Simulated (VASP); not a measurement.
An input for Ansatz (written as the equivalent of a VASP run, and not itself run):

Ansatz 0.2 input:
```yaml
crystal:
  lattice:
    - [0.0000000, 2.4678166, 2.4678166]
    - [2.4678166, 0.0000000, 2.4678166]
    - [2.4678166, 2.4678166, 0.0000000]
  atoms:
    - { symbol: Ga, position: [1.0000000, 0.0000000, 1.0000000] }
    - { symbol: As, position: [0.5000000, 0.5000000, 0.5000000] }
kpoints:
  mp_grid: { grid: [13, 13, 13] }
hamiltonian:
  xc: pbesol
  pseudopotentials: { kind: paw }
scf:
  occupations: { method: methfessel_paxton, width: 0.1 }
  max_iter: 100
relax:
  max_steps: 40
  f_tol: 0.02
  cell: { p_target: 30 }
output: { forces: true, stress: true, eigenvalues: true }
```

Translate this input to VASP (INCAR, KPOINTS, POSCAR, choice of POTCAR).

Several could match; the one computed here: 
POSCAR:
```
GaAs
1
   -0.0000000000     2.4678165843     2.4678165843
    2.4678165843     0.0000000000     2.4678165843
    2.4678165843     2.4678165843    -0.0000000000
Ga As
1 1
Direct
  1.0000000000   0.0000000000   1.0000000000
  0.5000000000   0.5000000000   0.5000000000
```

INCAR:
```
! general
SYSTEM  = GaAs
PREC    = Accurate
ENCUT   = 500   ! plane-wave cut-off (eV)
LREAL   = .False.   ! projection in real space or not
LASPH   = .True.

! electronic loop
EDIFF   = 1E-6
NELM    = 100   ! most electronic steps
ALGO    = Normal   ! blocked Davidson
LMAXMIX = 4   ! l cut-off of mixed one-centre charges

! smearing
ISMEAR  = 1   ! Methfessel-Paxton
SIGMA   = 0.1   ! width (eV)

! functional
GGA     = PS   ! PBEsol

! ions
IBRION  = 2   ! conjugate gradients
NSW     = 40   ! most ionic steps
ISIF    = 3
EDIFFG  = -0.02   ! ionic stop
PSTRESS = 300   ! kbar

! output
LWAVE   = .False.
LCHARG  = .False.
```

### KPOINTS
```
Automatic mesh
0
Gamma
13 13 13
0 0 0
```

POTCAR, in this order: Ga_d As (PBE.64 set). Program: vasp_std.

The two are equivalent in intent, not identical: each code has its own PAW files, so the cut-off isn't converted (ENCUT is set for VASP's; basis.ecutwfc is left out, and Ansatz then takes the one that its files recommend); Ansatz stops its SCF on the density residual and VASP on the energy change (EDIFF).

The structure was generated: GaAs was put into the rock salt type (Fm-3m), which need not be its known phase. It was relaxed first under an external pressure of 30 GPa.
